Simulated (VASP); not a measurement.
VASP input:

INCAR:
```
EDIFF = 1E-7
LREAL = .False.
ISMEAR = 1   # Methfessel-Paxton
CPARAM = 0.0093
PREC = Accurate
LMAXMIX = 4   # l cut-off of mixed one-centre charges
ENCUT = 520
NELM = 100
LASPH = .True.   # aspherical one-centre terms
ISIF = 2   # forces and stress, cell fixed
LUSE_VDW = .True.
BPARAM = 11.95
LMIXTAU = .True.
LWAVE = .False.
SYSTEM = Pd
LCHARG = .False.
ALGO = Normal   # blocked Davidson
METAGGA = R2SCAN
SIGMA = 0.1   # width (eV)
```

POSCAR:
```
Pd
2.8110120
  0.0000000000   0.7071068023   0.7071068023
  0.7071068023   0.0000000000   0.7071068023
  0.7071068023   0.7071068023   0.0000000000
Pd
1
Cart
  0.0000000000   0.0000000000   0.0000000000
```

### KPOINTS
```
Automatic
0
gamma
16 16 16
0 0 0
```

POTCAR, in this order: Pd (PBE.64 set). Program: vasp_std.

Translate this r2SCAN+rVV10 calculation to Ansatz.

One equivalent input (not run):
Ansatz 0.2 input:
```yaml
crystal:
  lattice:
    - [0.0000000, 1.9876857, 1.9876857]
    - [1.9876857, 0.0000000, 1.9876857]
    - [1.9876857, 1.9876857, 0.0000000]
  atoms:
    - { symbol: Pd, position: [0.0000000, 0.0000000, 0.0000000] }
kpoints:
  mp_grid: { grid: [16, 16, 16] }
hamiltonian:
  xc: r2scan
  dispersion: rvv10
  pseudopotentials: { kind: paw }
scf:
  occupations: { method: methfessel_paxton, width: 0.1 }
  max_iter: 100
output: { forces: true, stress: true, eigenvalues: true }
```
The two are equivalent in intent, not identical: each code has its own PAW files, so the cut-off isn't converted (ENCUT is set for VASP's; basis.ecutwfc is left out, and Ansatz then takes the one that its files recommend); Ansatz stops its SCF on the density residual and VASP on the energy change (EDIFF).

The compound is Pd in the fcc structure. This cell is one point of a volume scan, at 1.06 of the reference volume.
